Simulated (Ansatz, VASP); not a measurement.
# BaH4 and the dispersion correction, program beside program

The cell as given:

```cif
data_structure
_symmetry_space_group_name_H-M 'R-3m:H'
_symmetry_Int_Tables_number 166
_cell_length_a 4.5816
_cell_length_b 4.5816
_cell_length_c 10.6088
_cell_angle_alpha 90.000
_cell_angle_beta 90.000
_cell_angle_gamma 120.000
_cell_volume 192.86
loop_
_atom_site_label
_atom_site_type_symbol
_atom_site_symmetry_multiplicity
_atom_site_Wyckoff_symbol
_atom_site_fract_x
_atom_site_fract_y
_atom_site_fract_z
_atom_site_occupancy
Ba1 Ba 3 a 0.00000 0.00000 0.00000 1
H1 H 6 c 0.33333 0.66667 0.40754 1
H2 H 6 c 0.33333 0.66667 0.13036 1
```

The cell comes from a database or a generator and needn't be the stable form of this composition.

Kept alike: task relaxation of cell and atoms; functional PBE; k mesh 5 × 5 × 5; occupations fermi-dirac, width 0.05 eV; no spin polarisation. The mesh is that of the run's cell of 5 atoms. No spin-orbit coupling.

- A: Ansatz, Ansatz PAW, cutoff 420 eV
- B: VASP, PBE PAW files Ba_sv, H, 600 eV

| dispersion correction | A: volume (Å³/atom) | B: volume (Å³/atom) |
| --- | --- | --- |
| none | 12.857 | 13.065 |
| D3(BJ) | 12.329 | 12.555 |
| D4 | 12.269 | 12.504 |

Values hold for each row's relaxed cell, which stops near the pressure aimed at (zero). Ansatz's stress holds its Pulay term. Programs can differ in the three-body term of D3, and some take D4 from an outside library.

How large is the effect of the dispersion correction, and do the programs agree on it?

From none to D4 the volume moves by -0.588 in A, -0.561 in B (Å³/atom). Row by row the programs differ by 0.208 to 0.235, and over this span the shifts, as printed, agree within about 5 %. Shifts from none: D3(BJ) -0.528, -0.510; D4 -0.588, -0.561; the programs' shifts differ by up to 0.027.
